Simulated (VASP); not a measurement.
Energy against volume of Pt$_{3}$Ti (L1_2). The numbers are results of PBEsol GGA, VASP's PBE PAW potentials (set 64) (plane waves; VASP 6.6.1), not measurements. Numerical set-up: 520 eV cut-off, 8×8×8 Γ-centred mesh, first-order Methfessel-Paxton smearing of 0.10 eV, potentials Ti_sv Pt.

```json
[
 {"V (Å³/atom)": "14.368", "E (eV/atom)": "-8.17688"},
 {"V (Å³/atom)": "14.812", "E (eV/atom)": "-8.18871"},
 {"V (Å³/atom)": "15.256", "E (eV/atom)": "-8.17845"},
 {"V (Å³/atom)": "15.701", "E (eV/atom)": "-8.14972"}
]
```

Question: Fit these four points and predict the energy of the run at 13.923 Å³/atom.

Answer: A cubic in V^(−2/3), the third-order Birch-Murnaghan form, passes through the four points with V0 = 14.81 Å³/atom and B0 = 265 GPa, and gives -8.1384 eV/atom there. The run gave -8.1385 eV/atom, -0.1 meV/atom from the fit; all five points give B0 = 265 GPa.

The compound is Pt3Ti in the L1_2 structure. It was relaxed first.
